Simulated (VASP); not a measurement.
Here is the system:

```yaml
crystal:
  lattice:
    - [3.72173, 0.00000, 0.00000]
    - [-1.86086, 3.22311, 0.00000]
    - [0.00000, 0.00000, 12.16743]
  atoms:
    - { symbol: Zn, position: [0.66667, 0.33333, 0.74993] }
    - { symbol: Zn, position: [0.33333, 0.66667, 0.24993] }
    - { symbol: Zn, position: [0.00000, 0.00000, 0.50000] }
    - { symbol: Zn, position: [0.00000, 0.00000, 0.00000] }
    - { symbol: S, position: [0.66667, 0.33333, 0.93773] }
    - { symbol: S, position: [0.33333, 0.66667, 0.43773] }
    - { symbol: S, position: [0.00000, 0.00000, 0.68734] }
    - { symbol: S, position: [0.00000, 0.00000, 0.18734] }
```

Level of theory: PBE GGA, VASP's PBE PAW potentials (set 64) (plane waves; VASP). Numerical set-up: 300 eV cut-off, 8×8×3 Γ-centred mesh, Fermi-Dirac smearing of 0.020 eV, potentials Zn S.

At this cut-off the stress carries a Pulay error, which pulls relaxed volumes low.

Question: Estimate the energy per atom (σ→0), pressure.

Answer: 
| Property | Result |
|---|---|
| energy per atom (σ→0) | -3.373 eV/atom |
| pressure | 8.62 GPa |

The structure comes from a computed database's ZnS entry; how it stands against other phases isn't given here. The cell was not relaxed at this level.
